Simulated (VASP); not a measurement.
# Lattice of Ag (Silver), functional by functional, part 2 of 2

Aim: relax Ag (Silver) at several levels of theory and compare the cells. The starting structure is a measured crystal structure from the Crystallography Open Database.

VASP 6.6.1.

Results so far: PBEsol 16.65 Å³ an atom; LDA 16.05 Å³ an atom; PBE 17.89 Å³ an atom; PBEsol + D3(BJ) 15.92 Å³ an atom.

## 6. Relaxation with r2SCAN

Level of this step: r2SCAN; plane waves and PAW (Ag) (VASP).

r2SCAN adds the kinetic-energy density, costs more than a GGA and is run with LASPH.

The input, INCAR:

```
SYSTEM = Ag
PREC = Accurate
ENCUT = 450
EDIFF = 1E-06
NELM = 100
ISMEAR = 1
SIGMA = 0.1
LREAL = .FALSE.
ALGO = Normal
METAGGA = R2SCAN
LASPH = .TRUE.
NBANDS = 11
LORBIT = 11
LWAVE = .FALSE.
LCHARG = .FALSE.
KPAR = 2
IBRION = 2
NSW = 50
ISIF = 3
EDIFFG = -0.01
```

The input, POSCAR:

```
Ag
1.0
    0.0000000000      2.0430000000      2.0430000000
    2.0430000000      0.0000000000      2.0430000000
    2.0430000000      2.0430000000      0.0000000000
Ag
1
Direct
    0.0000000000      0.0000000000      0.0000000000
```

The input, KPOINTS:

```
Automatic mesh
0
Gamma
12 12 12
0 0 0
```

PAW data sets: Ag (PBE family, release 64).

Started as:

```
$ mpirun -np 2 vasp_std
```

The program printed:

```text
[banner, memory and clock lines left out]
running    2 mpi-ranks, on    1 nodes
[...]
[... a notice as in an earlier step ...]

 LDA part: xc-table for (None), standard interpolation
 POSCAR, INCAR and KPOINTS ok, starting setup
[...]
entering main loop
       N       E                     dE             d eps       ncg     rms          rms(c)
DAV:   1     0.255338820207E+02    0.25534E+02   -0.52893E+03  1640   0.821E+02
DAV:   2    -0.241143688181E+02   -0.49648E+02   -0.47493E+02  1818   0.193E+02
DAV:   3    -0.248109511329E+02   -0.69658E+00   -0.69630E+00  1802   0.246E+01
DAV:   4    -0.248138536724E+02   -0.29025E-02   -0.29024E-02  1755   0.163E+00
[...]
DAV:  11    -0.213512723716E+02    0.31683E-04   -0.75169E-05  1736   0.832E-02    0.192E-02
DAV:  12    -0.213512661490E+02    0.62226E-05   -0.31739E-05  1795   0.584E-02    0.853E-04
DAV:  13    -0.213512662256E+02   -0.76568E-07   -0.48766E-07   945   0.683E-03
   1 F= -.21351266E+02 E0= -.21351062E+02  d E =-.213513E+02
[...]
DAV:   6    -0.213521279418E+02   -0.12102E-04   -0.92303E-06  1664   0.269E-02    0.118E-02
DAV:   7    -0.213521271437E+02    0.79812E-06   -0.42864E-07  1391   0.522E-03
   2 F= -.21352127E+02 E0= -.21351977E+02  d E =-.860918E-03
 trial-energy change:   -0.000861  1 .order   -0.001018   -0.006143    0.004107
 step:   0.5769(harm=  0.5993)  dis= 0.00000  next Energy=   -21.353008 (dE=-0.174E-02)
[...]
N       E                     dE             d eps       ncg     rms          rms(c)
DAV:   1    -0.213772047177E+02   -0.25077E-01   -0.40458E-01  1677   0.686E+00    0.101E+00
DAV:   2    -0.213530911558E+02    0.24114E-01   -0.10381E-01  1689   0.297E+00    0.290E-01
DAV:   3    -0.213530788992E+02    0.12257E-04   -0.64682E-04  1793   0.259E-01    0.205E-01
DAV:   4    -0.213529892466E+02    0.89653E-04   -0.35840E-04  1689   0.117E-01    0.241E-02
DAV:   5    -0.213529757891E+02    0.13457E-04   -0.49616E-05  1716   0.699E-02    0.101E-02
DAV:   6    -0.213529739105E+02    0.18786E-05   -0.13872E-06  1664   0.120E-02    0.484E-03
DAV:   7    -0.213529747555E+02   -0.84501E-06   -0.58090E-08   828   0.205E-03
   3 F= -.21352975E+02 E0= -.21352805E+02  d E =-.170853E-02
[...]
reached required accuracy - stopping structural energy minimisation
```

Run time: 45 s. Hardware: 2 MPI ranks of Intel Xeon 6975P-C (Granite Rapids), shared host; peak memory 0.26 GiB.

OUTCAR, selected parts (step 6):

```text
  Total        0.0044656      0.0044656      0.0044656      0.0000000      0.0000000     -0.0000000
  in kB        0.4123882      0.4123882      0.4123882      0.0000000      0.0000000     -0.0000000
  external PRESSURE =       0.4123882 kB  Pullay stress =       0.0000000 kB

 POSITION                                       TOTAL-FORCE (eV/Angst)
 -----------------------------------------------------------------------------------
      0.00000      0.00000      0.00000         0.000000     -0.000000      0.000000
 -----------------------------------------------------------------------------------
    total drift:                                0.000000      0.000000      0.000000

  FREE ENERGIE OF THE ION-ELECTRON SYSTEM (eV)
  ---------------------------------------------------
  free  energy   TOTEN  =       -21.3529747555 eV

  energy  without entropy=      -21.3524660123  energy(sigma->0) =      -21.35280517

[... 2 parts as in an earlier step ...]

[... 2 further parts left out ...]
[key lines of the parts left out:]
E-fermi :   8.1661
```

With r2SCAN the relaxed cell holds 17.349 Å³ an atom, +1.73 % against the measured cell, with a = 4.109 Å. That is +4.22 % from PBEsol.

## 7. Relaxation with r2SCAN + rVV10

rVV10 adds a nonlocal correlation energy for dispersion.

Edit INCAR of step 6 so:

```diff
@@ -10,2 +10,6 @@
 METAGGA = R2SCAN
+LUSE_VDW = .TRUE.
+IVDW_NL = 2
+BPARAM = 11.95
+CPARAM = 0.0093
 LASPH = .TRUE.
```

POSCAR is that of step 6.

KPOINTS is that of step 6.

Started as:

```
$ mpirun -np 2 vasp_std
```

The program printed:

```text
[banner, memory and clock lines left out]
running    2 mpi-ranks, on    1 nodes
[...]
|                                                                             |
|               ----> ADVICE to this user running VASP <----                  |
|                                                                             |
|     You have switched on vdW-DFT.                                           |
|     This routine was written and supplied by Jiri Klimes. We recommend      |
|     that you carefully read and cite the following publications:            |
|       J. Klimes, D.R. Bowler, A. Michelides                                 |
|          J. Phys.: Cond Matt. 22 022201 (2010)                              |
|       J. Klimes, D.R. Bowler, A. Michelides                                 |
|          Phys. Rev. B. 83, 195131 (2011)                                    |
|     and references therein.                                                 |
|                                                                             |

[...]
DAV:   9    -0.210302638800E+02    0.23161E-02   -0.11807E-02  1743   0.106E+00    0.406E-02
Total rVV10 correction in eV:      0.3204630    14.3274872
Total rVV10 correction in eV:      0.3204630    14.3274872
DAV:  10    -0.210304248574E+02   -0.16098E-03   -0.32388E-04  1785   0.184E-01    0.463E-02
Total rVV10 correction in eV:      0.3205414    14.3274872
Total rVV10 correction in eV:      0.3205414    14.3274872
DAV:  11    -0.210303950489E+02    0.29809E-04   -0.71818E-05  1748   0.814E-02    0.180E-02
Total rVV10 correction in eV:      0.3206175    14.3274872
Total rVV10 correction in eV:      0.3206175    14.3274872
DAV:  12    -0.210303894461E+02    0.56027E-05   -0.28763E-05  1786   0.556E-02    0.892E-04
Total rVV10 correction in eV:      0.3206147    14.3274872
Total rVV10 correction in eV:      0.3206147    14.3274872
DAV:  13    -0.210303895051E+02   -0.58904E-07   -0.44240E-07   942   0.650E-03
Total rVV10 correction in eV:      0.3206273    14.3274872
Total rVV10 correction in eV:      0.3206273    14.3274872
Total rVV10 correction in eV:      0.3206260    14.3274872
Total rVV10 correction in eV:      0.3206260    14.3274872
   1 F= -.21030390E+02 E0= -.21030181E+02  d E =-.210304E+02
[...]
reached required accuracy - stopping structural energy minimisation
```

It took 29 s on 2 MPI ranks; peak memory 0.34 GiB.

From OUTCAR (step 7):

```text
  Total        0.0022196      0.0022196      0.0022196      0.0000000      0.0000000     -0.0000000
  in kB        0.2085220      0.2085220      0.2085220      0.0000000      0.0000000     -0.0000000
  external PRESSURE =       0.2085220 kB  Pullay stress =       0.0000000 kB

 POSITION                                       TOTAL-FORCE (eV/Angst)
 -----------------------------------------------------------------------------------
      0.00000      0.00000      0.00000         0.000000      0.000000      0.000000
 -----------------------------------------------------------------------------------
    total drift:                                0.000000     -0.000000     -0.000000

  FREE ENERGIE OF THE ION-ELECTRON SYSTEM (eV)
  ---------------------------------------------------
  free  energy   TOTEN  =       -21.0303895051 eV

  energy  without entropy=      -21.0297633013  energy(sigma->0) =      -21.03018077

[... 2 parts as in an earlier step ...]

[... 2 further parts left out ...]
[key lines of the parts left out:]
E-fermi :   8.3675
```

With r2SCAN + rVV10 the relaxed cell holds 17.054 Å³ an atom, +0.00 % against the measured cell, where it started, since the stress there already met the criterion, with a = 4.086 Å. That is +2.45 % from PBEsol.

## 8. Relaxation with rev-vdW-DF2

rev-vdW-DF2 revises the exchange of vdW-DF2 for solids.

Edit INCAR of step 7 so:

```diff
@@ -9,7 +9,8 @@
 ALGO = Normal
-METAGGA = R2SCAN
+GGA = MK
+AGGAC = 0
 LUSE_VDW = .TRUE.
-IVDW_NL = 2
-BPARAM = 11.95
-CPARAM = 0.0093
+PARAM1 = 0.1234
+PARAM2 = 0.711357
+ZAB_VDW = -1.8867
 LASPH = .TRUE.
```

POSCAR is that of step 7.

KPOINTS is that of step 7.

Started as:

```
$ mpirun -np 2 vasp_std
```

The program printed:

```text
[banner, memory and clock lines left out]
running    2 mpi-ranks, on    1 nodes
[...]
[... a notice as in an earlier step ...]

 [... a notice as in an earlier step ...]

 LDA part: xc-table for (Slater+PW92), standard interpolation
 POSCAR, INCAR and KPOINTS ok, starting setup
[...]
entering main loop
       N       E                     dE             d eps       ncg     rms          rms(c)
DAV:   1     0.483297087037E+02    0.48330E+02   -0.52048E+03  1648   0.799E+02
DAV:   2     0.312368242722E+00   -0.48017E+02   -0.45851E+02  1791   0.187E+02
DAV:   3    -0.350198001525E+00   -0.66257E+00   -0.66233E+00  1805   0.236E+01
DAV:   4    -0.352143328795E+00   -0.19453E-02   -0.19453E-02  1725   0.135E+00
[...]
DAV:   9    -0.622689619413E-01   -0.11785E-04   -0.77474E-06  1781   0.208E-02    0.191E-02
DAV:  10    -0.622724669513E-01   -0.35050E-05   -0.33889E-06  1738   0.179E-02    0.259E-03
DAV:  11    -0.622723330064E-01    0.13394E-06   -0.47364E-08   906   0.186E-03
[...]
DAV:   3    -0.628905198432E-01    0.95642E-03   -0.20974E-03  1803   0.411E-01    0.281E-01
DAV:   4    -0.626310472483E-01    0.25947E-03   -0.32076E-04  1679   0.142E-01    0.134E-02
DAV:   5    -0.626310571154E-01   -0.98671E-08   -0.10625E-05  1739   0.290E-02    0.483E-03
DAV:   6    -0.626317779800E-01   -0.72086E-06   -0.53991E-07  1636   0.568E-03
   2 F= -.62631778E-01 E0= -.62443190E-01  d E =-.359445E-03
 trial-energy change:   -0.000359  1 .order   -0.000365   -0.001828    0.001098
 step:   0.6221(harm=  0.6247)  dis= 0.00000  next Energy=    -0.062840 (dE=-0.567E-03)
[...]
N       E                     dE             d eps       ncg     rms          rms(c)
DAV:   1    -0.687231325869E-01   -0.60921E-02   -0.94872E-02  1659   0.330E+00    0.497E-01
DAV:   2    -0.629698055768E-01    0.57533E-02   -0.23669E-02  1641   0.144E+00    0.148E-01
DAV:   3    -0.628643083357E-01    0.10550E-03   -0.18279E-04  1794   0.121E-01    0.979E-02
DAV:   4    -0.628362851012E-01    0.28023E-04   -0.44641E-05  1677   0.481E-02    0.580E-03
DAV:   5    -0.628362111670E-01    0.73934E-07   -0.28894E-07  1326   0.478E-03
   3 F= -.62836211E-01 E0= -.62642286E-01  d E =-.563878E-03
[...]
reached required accuracy - stopping structural energy minimisation
```

The job ended after 28 s (2 MPI ranks; peak memory 0.46 GiB; 53 s of CPU time).

From OUTCAR (step 8):

```text
  Total       -0.0060707     -0.0060707     -0.0060707      0.0000000      0.0000000      0.0000000
  in kB       -0.5645801     -0.5645801     -0.5645801      0.0000000      0.0000000      0.0000000
  external PRESSURE =      -0.5645801 kB  Pullay stress =       0.0000000 kB

  FREE ENERGIE OF THE ION-ELECTRON SYSTEM (eV)
  ---------------------------------------------------
  free  energy   TOTEN  =        -0.0628362112 eV

  energy  without entropy=       -0.0622544368  energy(sigma->0) =       -0.06264229

[... 3 parts as in an earlier step ...]

[... 2 further parts left out ...]
[key lines of the parts left out:]
E-fermi :   8.1224
```

With rev-vdW-DF2 the relaxed cell holds 17.227 Å³ an atom, +1.02 % against the measured cell, with a = 4.100 Å. That is +3.49 % from PBEsol.

## 9. Relaxation with AM05

AM05 is built from the electron gas and the surface model, and does well on lattice constants.

Edit INCAR of step 8 so:

```diff
@@ -9,9 +9,3 @@
 ALGO = Normal
-GGA = MK
-AGGAC = 0
-LUSE_VDW = .TRUE.
-PARAM1 = 0.1234
-PARAM2 = 0.711357
-ZAB_VDW = -1.8867
-LASPH = .TRUE.
+GGA = AM
 NBANDS = 11
```

POSCAR is that of step 8.

KPOINTS is that of step 8.

Started as:

```
$ mpirun -np 2 vasp_std
```

The program printed:

```text
[... set-up lines as in an earlier step ...]
 entering main loop
       N       E                     dE             d eps       ncg     rms          rms(c)
DAV:   1     0.445758293151E+02    0.44576E+02   -0.52089E+03  1664   0.798E+02
DAV:   2    -0.267270216140E+01   -0.47249E+02   -0.45088E+02  1791   0.186E+02
DAV:   3    -0.331815030779E+01   -0.64545E+00   -0.64520E+00  1796   0.234E+01
DAV:   4    -0.331994699742E+01   -0.17967E-02   -0.17966E-02  1725   0.131E+00
[...]
DAV:   9    -0.299968165937E+01   -0.12699E-04   -0.11122E-05  1770   0.281E-02    0.195E-02
DAV:  10    -0.299968446859E+01   -0.28092E-05   -0.32793E-06  1756   0.184E-02    0.392E-03
DAV:  11    -0.299968447387E+01   -0.52864E-08   -0.93890E-08   915   0.281E-03
   1 F= -.29996845E+01 E0= -.29995982E+01  d E =-.299968E+01
[...]
N       E                     dE             d eps       ncg     rms          rms(c)
DAV:   1    -0.321877986362E+01   -0.21910E+00   -0.34881E+00  1653   0.198E+01    0.296E+00
[...]
DAV:   4    -0.300143994180E+01    0.11688E-02   -0.18291E-03  1668   0.303E-01    0.496E-02
DAV:   5    -0.300143485086E+01    0.50909E-05   -0.11077E-05  1707   0.286E-02    0.263E-02
DAV:   6    -0.300143860035E+01   -0.37495E-05   -0.89865E-07  1736   0.786E-03    0.310E-03
DAV:   7    -0.300143864336E+01   -0.43008E-07   -0.34767E-08   876   0.158E-03
   2 F= -.30014386E+01 E0= -.30015103E+01  d E =-.175417E-02
 trial-energy change:   -0.001754  1 .order   -0.001514   -0.009420    0.006391
 step:   0.6173(harm=  0.5958)  dis= 0.00000  next Energy=    -3.002648 (dE=-0.296E-02)
[...]
N       E                     dE             d eps       ncg     rms          rms(c)
DAV:   1    -0.303370716125E+01   -0.32269E-01   -0.51248E-01  1653   0.774E+00    0.114E+00
DAV:   2    -0.300357608317E+01    0.30131E-01   -0.11652E-01  1641   0.324E+00    0.376E-01
DAV:   3    -0.300284525589E+01    0.73083E-03   -0.14892E-03  1800   0.343E-01    0.250E-01
DAV:   4    -0.300264990643E+01    0.19535E-03   -0.24531E-04  1662   0.123E-01    0.935E-03
DAV:   5    -0.300265044443E+01   -0.53800E-06   -0.36932E-06  1734   0.163E-02
   3 F= -.30026504E+01 E0= -.30026953E+01  d E =-.296597E-02
[...]
reached required accuracy - stopping structural energy minimisation
```

Elapsed: 9.2 s, on 2 MPI ranks; peak memory 0.25 GiB.

From OUTCAR (step 9):

```text
  Total        0.0062086      0.0062086      0.0062086      0.0000000      0.0000000     -0.0000000
  in kB        0.5967633      0.5967633      0.5967633      0.0000000      0.0000000     -0.0000000
  external PRESSURE =       0.5967633 kB  Pullay stress =       0.0000000 kB

 POSITION                                       TOTAL-FORCE (eV/Angst)
 -----------------------------------------------------------------------------------
      0.00000      0.00000      0.00000        -0.000000     -0.000000     -0.000000
 -----------------------------------------------------------------------------------
    total drift:                                0.000000      0.000000      0.000000

  FREE ENERGIE OF THE ION-ELECTRON SYSTEM (eV)
  ---------------------------------------------------
  free  energy   TOTEN  =        -3.0026504444 eV

  energy  without entropy=       -3.0027850361  energy(sigma->0) =       -3.00269531

[... 2 parts as in an earlier step ...]

[... 2 further parts left out ...]
[key lines of the parts left out:]
E-fermi :   8.4987
```

With AM05 the relaxed cell holds 16.669 Å³ an atom, -2.26 % against the measured cell, with a = 4.055 Å. That is +0.13 % from PBEsol.

## 10. Comparison

| level | volume (Å³/atom) | against the measured cell (%) | a (Å) | pressure left (GPa) | core minutes |
| --- | --- | --- | --- | --- | --- |
| PBEsol | 16.647 | -2.39 | 4.0532 | 0.06 | 0.3 |
| LDA | 16.048 | -5.9 | 4.004 | -0.07 | 0.44 |
| PBE | 17.89 | 4.9 | 4.1517 | -0.04 | 0.787 |
| PBEsol + D3(BJ) | 15.915 | -6.68 | 3.9929 | -0.06 | 0.433 |
| r2SCAN | 17.349 | 1.73 | 4.1094 | 0.04 | 1.5 |
| r2SCAN + rVV10 | 17.054 | 0.0 | 4.086 | 0.02 | 0.967 |
| rev-vdW-DF2 | 17.227 | 1.02 | 4.0998 | -0.06 | 0.933 |
| AM05 | 16.669 | -2.26 | 4.055 | 0.06 | 0.307 |

Core minutes are wall time times ranks, summed over the relaxations behind a row (those for a bulk modulus apart), on shared hosts.

## 11. Outcome

```yaml
volume_pbesol: 16.65 Å³/atom
volume_lda: 16.05 Å³/atom
volume_pbe: 17.89 Å³/atom
volume_pbesol_d3_bj: 15.92 Å³/atom
volume_r2scan: 17.35 Å³/atom
volume_r2scan_rvv10: 17.05 Å³/atom
volume_rev_vdw_df2: 17.23 Å³/atom
volume_am05: 16.67 Å³/atom
```

**Reading.** Across 8 levels the volume of Ag (Silver) spans 12.4 %, from 15.92 Å³ an atom (PBEsol + D3(BJ)) to 17.89 Å³ (PBE). Against the measured volume of the starting structure, r2SCAN + rVV10 comes nearest (+0.0 %) and PBEsol + D3(BJ) lies farthest (-6.7 %). The measured cell holds zero-point expansion and, unless it was taken cold, thermal expansion, which the runs lack, so small differences decide nothing. Adding D3(BJ) to PBEsol changes the volume by -4.4 %. Adding rVV10 to r2SCAN changes the volume by -1.7 %. LASPH is on in some of these runs and off in others, which adds a little to the differences. All runs keep the symmetry of the start, so they can't find a distortion of lower symmetry. Further runs on this material are not shown.

[Lines on the potential files, build, host, timing and source positions are cut from VASP's logs without a mark.]

[Logs are printed without paths, hosts, clocks, repeated set-up lines and the standing remarks that a program may print on its own settings, such as how far it seeks lower states.]

[Hosts, paths, dates, database ids (printed as entryN), source tags and the programs' standing remarks are cut or masked in the printed files.]
